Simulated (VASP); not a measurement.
An input for Ansatz (written as the equivalent of a VASP run, and not itself run):

Ansatz 0.2 input:
```yaml
crystal:
  lattice:
    - [0.0000000, 2.7172425, 2.7172425]
    - [2.7172425, 0.0000000, 2.7172425]
    - [2.7172425, 2.7172425, 0.0000000]
  atoms:
    - { symbol: Ca, position: [0.0000000, 0.0000000, 0.0000000] }
kpoints:
  mp_grid: { grid: [11, 11, 11] }
hamiltonian:
  xc: r2scan
  dispersion: rvv10
  pseudopotentials: { kind: paw }
scf:
  occupations: { method: methfessel_paxton, width: 0.1 }
  max_iter: 100
output: { forces: true, stress: true, eigenvalues: true }
```

Q: Translate this input to VASP (INCAR, KPOINTS, POSCAR, choice of POTCAR).

A: Several could match; the one computed here: 
File KPOINTS:
```
Automatic mesh
0
gamma
11 11 11
```

POSCAR:
```
Ca
1
    0.0000000000     2.7172424536     2.7172424536
    2.7172424536     0.0000000000     2.7172424536
    2.7172424536     2.7172424536     0.0000000000
Ca
1
Direct
  0.0000000000   0.0000000000   0.0000000000
```

**INCAR**
```
SYSTEM=Ca
PREC=Accurate; ENCUT=520; LREAL=.FALSE.
LASPH=.TRUE.
EDIFF=1E-7; NELM=100; ALGO=Normal
LMIXTAU=.TRUE.
ISMEAR=1; SIGMA=0.1
METAGGA=R2SCAN; LUSE_VDW=.TRUE.; BPARAM=11.95
CPARAM=0.0093
ISIF=2
LWAVE=.FALSE.; LCHARG=.FALSE.
```

POTCAR, in this order: Ca_sv (PBE.64 set). Program: vasp_std.

Limits of the translation: each code has its own PAW files, so the cut-off isn't converted (ENCUT is set for VASP's; basis.ecutwfc is left out, and Ansatz then takes the one that its files recommend); Ansatz stops its SCF on the density residual and VASP on the energy change (EDIFF).

The compound is Ca in the fcc structure. This cell is one point of a volume scan, at 0.94 of the reference volume.
